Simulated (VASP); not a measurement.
An input for Ansatz (written as the equivalent of a VASP run, and not itself run):

Ansatz 0.2 input:
```yaml
crystal:
  lattice:
    - [1.4627695, -2.0729122, 0.0000000]
    - [1.4627695, 2.0729122, 0.0000000]
    - [0.0000000, 0.0000000, 8.0836163]
  atoms:
    - { symbol: Cr, position: [0.5000000, 0.5000000, 0.7352066] }
    - { symbol: Cr, position: [0.5000000, 0.5000000, 0.2647934] }
    - { symbol: Cr, position: [0.0000000, 0.0000000, 0.5000000] }
    - { symbol: Mo, position: [0.0000000, 0.0000000, 0.0000000] }
kpoints:
  mp_grid: { grid: [11, 11, 4] }
hamiltonian:
  xc: pbesol
  pseudopotentials: { kind: paw }
scf:
  occupations: { method: methfessel_paxton, width: 0.1 }
  max_iter: 100
relax:
  max_steps: 60
  f_tol: 0.02
  cell: {}
output: { forces: true, stress: true, eigenvalues: true }
```

### Question
Translate this input to VASP (INCAR, KPOINTS, POSCAR, choice of POTCAR).

### Answer
One answer among several that fit: 
### INCAR
```
ALGO  =  Normal
EDIFF  =  1E-6
EDIFFG  =  -0.02
ENCUT  =  400
GGA  =  PS
IBRION  =  2
ISIF  =  3
ISMEAR  =  1
LASPH  =  .True.
LCHARG  =  .False.
LMAXMIX  =  4
LREAL  =  .False.
LWAVE  =  .False.
NELM  =  100
NSW  =  60
PREC  =  Accurate
SIGMA  =  0.1
SYSTEM  =  Cr3Mo
```

KPOINTS:
```
Automatic
0
gamma
  11 11 4
0 0 0
```

**POSCAR**
```
Cr3Mo
1.0
  1.4627694772  -2.0729122441   0.0000000000
  1.4627694772   2.0729122441   0.0000000000
  0.0000000000   0.0000000000   8.0836162664
Cr Mo
3 1
Cart
  1.4627694772   0.0000000000   5.9431279404
  1.4627694772   0.0000000000   2.1404883260
  0.0000000000   0.0000000000   4.0418081332
  0.0000000000   0.0000000000   0.0000000000
```

POTCAR, in this order: Cr_pv Mo_sv (PBE.64 set). Program: vasp_std.

What does not carry over: each code has its own PAW files, so the cut-off isn't converted (ENCUT is set for VASP's; basis.ecutwfc is left out, and Ansatz then takes the one that its files recommend); Ansatz stops its SCF on the density residual and VASP on the energy change (EDIFF).

The structure comes from a computed database's Cr3Mo entry (Cmmm); how it stands against other phases isn't given here. This run relaxes it. Symmetry was kept, so distortions that lower it aren't found. The start is the result of an earlier pass.
